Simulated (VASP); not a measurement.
# What goes wrong when TiC (Khamrabaevite) is relaxed with a bad input, part 2 of 2

Aim: see how common mistakes in a VASP relaxation show up, on TiC (Khamrabaevite). The starting structure is a measured crystal structure from the Crystallography Open Database. The first relaxation on each setting starts from this cell expanded by 3 % in volume.

VASP 6.6.1.

Results so far: reference 9.90 Å³ an atom; an ionic step far too long 9.90 Å³ an atom; a loose electronic threshold 9.90 Å³ an atom.

## 5. Relaxation with the cell held fixed (ISIF = 2)

Level of this step: PBEsol; plane waves and PAW (Ti_sv, C) (VASP).

A slip made on purpose: the cell held fixed (ISIF = 2). Against step 2 the input has ISIF = 2 (also changed: NELM).

Input file INCAR:

```
SYSTEM = TiC
PREC = Accurate
ENCUT = 520
EDIFF = 1E-06
NELM = 60
ISMEAR = 1
SIGMA = 0.15
LREAL = .FALSE.
ALGO = Normal
GGA = PS
NBANDS = 14
LASPH = .TRUE.
LORBIT = 11
LWAVE = .FALSE.
LCHARG = .FALSE.
KPAR = 4
IBRION = 2
NSW = 50
ISIF = 2
EDIFFG = -0.006
```

Input file POSCAR:

```
TiC
1.0
    0.0000000000      2.1854271361      2.1854271361
    2.1854271361      0.0000000000      2.1854271361
    2.1854271361      2.1854271361      0.0000000000
Ti C
1 1
Direct
    0.0000000000      0.0000000000      0.0000000000
    0.5000000000      0.5000000000      0.5000000000
```

Input file KPOINTS:

```
Automatic mesh
0
Gamma
18 18 18
0 0 0
```

Potentials, in the order of the species: Ti_sv and C (PBE family, release 64).

Launch:

```sh
$ mpirun -np 4 vasp_std
```

Log:

```text
[... set-up lines as in an earlier step ...]
 entering main loop
       N       E                     dE             d eps       ncg     rms          rms(c)
[... 14 cycles as in an earlier step ...]
   1 F= -.19758522E+02 E0= -.19758476E+02  d E =-.197585E+02
[...]
reached required accuracy - stopping structural energy minimisation
```

It took 11 s on 4 MPI ranks of Intel Xeon Platinum 8259CL at 2.50GHz (Skylake/Cascade Lake), shared host; peak memory 0.69 GiB; 43 s of CPU time.

From OUTCAR (step 5):

```text
  Total       -1.6561112     -1.6561112     -1.6561112     -0.0000000     -0.0000000      0.0000000
  in kB     -127.1045500   -127.1045500   -127.1045500     -0.0000000     -0.0000000      0.0000000
  external PRESSURE =    -127.1045500 kB  Pullay stress =       0.0000000 kB

 POSITION                                       TOTAL-FORCE (eV/Angst)
 -----------------------------------------------------------------------------------
      0.00000      0.00000      0.00000        -0.000000     -0.000000      0.000000
      2.18543      2.18543      2.18543         0.000000      0.000000     -0.000000
 -----------------------------------------------------------------------------------
    total drift:                                0.000000     -0.000000     -0.000000

  FREE ENERGIE OF THE ION-ELECTRON SYSTEM (eV)
  ---------------------------------------------------
  free  energy   TOTEN  =       -19.7585215312 eV

  energy  without entropy=      -19.7583844963  energy(sigma->0) =      -19.75847585

[... 2 parts as in an earlier step ...]

[... 2 further parts left out ...]
[key lines of the parts left out:]
E-fermi :   8.9878
```

With the cell held fixed (ISIF = 2) the cell ends at 10.438 Å³ an atom, +5.42 % from the reference.

## 6. Relaxation with a cutoff far too low

A slip made on purpose: a cutoff far too low. Against step 2 the input has PREC = Normal and ENCUT = 220 (also changed: NELM).

INCAR: that of step 5 with these lines changed.

```diff
@@ -1,4 +1,4 @@
 SYSTEM = TiC
-PREC = Accurate
-ENCUT = 520
+PREC = Normal
+ENCUT = 220
 EDIFF = 1E-06
@@ -18,3 +18,3 @@
 NSW = 50
-ISIF = 2
+ISIF = 3
 EDIFFG = -0.006
```

POSCAR is that of step 5.

KPOINTS is that of step 5.

Launch:

```sh
$ mpirun -np 4 vasp_std
```

Log:

```text
[... set-up lines as in an earlier step ...]
 entering main loop
       N       E                     dE             d eps       ncg     rms          rms(c)
DAV:   1     0.609368212812E+02    0.60937E+02   -0.48323E+03  5874   0.786E+02
DAV:   2    -0.215557574538E+02   -0.82493E+02   -0.78073E+02  6090   0.237E+02
DAV:   3    -0.244105843501E+02   -0.28548E+01   -0.28299E+01  6630   0.462E+01
DAV:   4    -0.244665130812E+02   -0.55929E-01   -0.55901E-01  6364   0.632E+00
[...]
DAV:  13    -0.197383934726E+02    0.11708E-04   -0.29203E-05  6840   0.945E-02    0.130E-02
DAV:  14    -0.197383921213E+02    0.13513E-05   -0.26206E-06  5980   0.253E-02    0.136E-03
DAV:  15    -0.197383918668E+02    0.25451E-06   -0.15021E-07  2982   0.438E-03
   1 F= -.19738392E+02 E0= -.19738324E+02  d E =-.197384E+02
[...]
2 F= -.15965494E+02 E0= -.15965514E+02  d E =0.377290E+01
[...]
3 F= -.20196049E+02 E0= -.20196054E+02  d E =-.457657E+00
[...]
4 F= -.20205005E+02 E0= -.20205019E+02  d E =-.466613E+00
[...]
5 F= -.20205476E+02 E0= -.20205492E+02  d E =-.467084E+00
[...]
reached required accuracy - stopping structural energy minimisation
```

Run time: 15 s. Hardware: 4 MPI ranks; peak memory 0.44 GiB.

From OUTCAR (step 6):

```text
  Total       -0.0004891     -0.0004891     -0.0004891      0.0000000     -0.0000000      0.0000000
  in kB       -0.0430990     -0.0430990     -0.0430990      0.0000000     -0.0000000      0.0000000
  external PRESSURE =      -0.0430990 kB  Pullay stress =       0.0000000 kB

 POSITION                                       TOTAL-FORCE (eV/Angst)
 -----------------------------------------------------------------------------------
      0.00000     -0.00000      0.00000        -0.000000      0.000000      0.000000
      2.08702      2.08702      2.08702         0.000000     -0.000000     -0.000000
 -----------------------------------------------------------------------------------
    total drift:                               -0.000000     -0.000000      0.000000

  FREE ENERGIE OF THE ION-ELECTRON SYSTEM (eV)
  ---------------------------------------------------
  free  energy   TOTEN  =       -20.2054757150 eV

  energy  without entropy=      -20.2055241020  energy(sigma->0) =      -20.20549184

[... 2 parts as in an earlier step ...]

[... 2 further parts left out ...]
[key lines of the parts left out:]
E-fermi :  10.7351
```

With a cutoff far too low the cell ends at 9.090 Å³ an atom, -8.19 % from the reference.

## 7. All runs side by side

```csv
run,volume (Å³/atom),change (%),pressure left (GPa),core minutes
reference,9.901,-,0.0,3.87
an ionic step far too long,9.898,-0.03,0.06,3.13
a loose electronic threshold,9.904,0.03,0.02,5.33
the cell held fixed (ISIF = 2),10.438,5.42,-12.71,0.76
a cutoff far too low,9.09,-8.19,0.0,1.03
```

Core minutes are wall time times ranks, summed over the relaxations behind a row (those for a bulk modulus apart), on shared hosts.

## 8. What came out

```json
{
  "volume of the reference": "9.901 Å³/atom",
  "volume against the reference, an ionic step far too long": "-0.03 %",
  "volume against the reference, a loose electronic threshold": "+0.03 %",
  "volume against the reference, the cell held fixed (ISIF = 2)": "+5.42 %",
  "volume against the reference, a cutoff far too low": "-8.19 %"
}
```

**Reading.** Finished, but with signs in the output that stand out against the reference: an ionic step far too long, with the volume changed by less than 0.1 % (signs: an energy that rises by up to 2.4 eV an atom on the way); a loose electronic threshold, with the volume changed by less than 0.1 % (signs: -3.3 GPa at the first ionic step (of the first relaxations, not shown; reference: -12.7 GPa)); the cell held fixed (ISIF = 2), with the volume kept at the input's, +5.4 % from the reference (signs: a stress of up to 12.7 GPa); a cutoff far too low, with the volume changed by -8.2 % (signs: -51.2 GPa at the first ionic step (of the first relaxations, not shown; reference: -12.7 GPa) and an energy that rises by up to 1.9 eV an atom on the way). The reference was restarted once and the runs with a slip weren't, so their cells may not have settled fully. Further runs on this material are not shown.

[Lines on the potential files, build, host, timing and source positions are cut from VASP's logs without a mark.]

[Logs are printed without paths, hosts, clocks, repeated set-up lines and the standing remarks that a program may print on its own settings, such as how far it seeks lower states.]

[Hosts, paths, dates, database ids (printed as entryN), source tags and the programs' standing remarks are cut or masked in the printed files.]
